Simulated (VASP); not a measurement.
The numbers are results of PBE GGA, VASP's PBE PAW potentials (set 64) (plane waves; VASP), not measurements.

VASP input:

POSCAR:
```
TiO2
1
    4.6396114511    -0.0000000000     0.0000000000
    0.0000000000     4.6396114511     0.0000000000
    0.0000000000     0.0000000000     2.9726300914
Ti O
2 4
Direct
  0.0000000000   1.0000000000   0.0000000000
  0.5000000000   0.5000000000   0.5000000000
  0.3048420853   0.3048420853   0.0000000000
  0.8048420853   0.1951579147   0.5000000000
  0.1951579147   0.8048420853   0.5000000000
  0.6951579147   0.6951579147   0.0000000000
```

**KPOINTS**
```
Automatic mesh
0
Gamma
5 5 7
0 0 0
```

**INCAR**
```
! general
SYSTEM   =  TiO2
PREC     =  Accurate
ENCUT    =  520
LREAL    =  .False.   ! projection in real space or not
LASPH    =  .True.   ! aspherical one-centre terms

! electronic loop
EDIFF    =  1E-6   ! SCF stop (eV)
NELM     =  100
ALGO     =  Normal   ! blocked Davidson
LMAXMIX  =  4   ! l cut-off of mixed one-centre charges

! smearing
ISMEAR   =  0   ! Gaussian
SIGMA    =  0.05   ! width (eV)

! functional
GGA      =  PE   ! PBE

! ions
IBRION   =  2   ! conjugate gradients
NSW      =  60   ! most ionic steps
ISIF     =  3   ! ions, shape and volume
EDIFFG   =  -0.02   ! ionic stop

! output
LWAVE    =  .False.
LCHARG   =  .False.
```

POTCAR, in this order: Ti_sv O (PBE.64 set). Program: vasp_std.

### Question
Predict the energy per atom (σ→0), volume per atom, band gap (on the k-mesh).

### Answer

```
Quantity                          Result
------------------------  --------------
energy per atom (σ→0)     -8946 meV/atom
band gap (on the k-mesh)         1.82 eV
volume per atom            10.68 Å³/atom
```

### OSZICAR
```
...
DAV:   1    -0.536777495325E+02   -0.16333E-02   -0.93166E-02  1368   0.315E+00    0.277E-01
DAV:   2    -0.536769282598E+02    0.82127E-03   -0.61923E-03  1844   0.780E-01    0.159E-01
DAV:   3    -0.536765235447E+02    0.40472E-03   -0.17672E-03  1808   0.280E-01    0.705E-02
DAV:   4    -0.536764501229E+02    0.73422E-04   -0.45842E-04  2132   0.186E-01    0.357E-02
DAV:   5    -0.536764503558E+02   -0.23291E-06   -0.55133E-05  1764   0.668E-02    0.196E-02
DAV:   6    -0.536764519677E+02   -0.16119E-05   -0.10452E-05  2092   0.259E-02    0.625E-03
DAV:   7    -0.536764519375E+02    0.30186E-07   -0.86207E-07   944   0.916E-03
   2 F= -.53676452E+02 E0= -.53676452E+02  d E =-.335376E-03
```

The compound is TiO2 in the rutile structure. This run relaxes it. Symmetry was kept, so distortions that lower it aren't found. The start is the result of an earlier pass.
